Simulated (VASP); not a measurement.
Cu (space group P6_3/mmc): computed properties

Level of theory: LDA (Ceperley-Alder, Perdew-Zunger), VASP's LDA PAW potentials (set 64) (plane waves; VASP).

```json
{
  "space_group": "P6_3/mmc (194)",
  "cell": "a = 2.4771 Å, b = 2.4771 Å, c = 4.1020 Å, α = 90.00°, β = 90.00°, γ = 120.00°",
  "volume_per_atom": "10.90 Å³/atom",
  "band gap (over mesh and band path)": "none (metal, semimetal or under 0.01 eV)",
  "density": "9.68 g/cm³"
}
```

```cif
data_Cu2
_chemical_formula_sum 'Cu2'
_space_group_name_H-M_alt 'P63/mmc'
_space_group_IT_number 194
_space_group_name_Hall '-P 6c 2c'
_cell_length_a 2.47713
_cell_length_b 2.47713
_cell_length_c 4.10203
_cell_angle_alpha 90.000
_cell_angle_beta 90.000
_cell_angle_gamma 120.000
loop_
_atom_site_label
_atom_site_type_symbol
_atom_site_symmetry_multiplicity
_atom_site_Wyckoff_symbol
_atom_site_fract_x
_atom_site_fract_y
_atom_site_fract_z
_atom_site_occupancy
Cu1 Cu 2 c 0.33333 0.66667 0.25000 1
```

The structure comes from a computed database's Cu entry (P6_3/mmc); how it stands against other phases isn't given here. It was relaxed first. Symmetry was kept, so distortions that lower it aren't found.
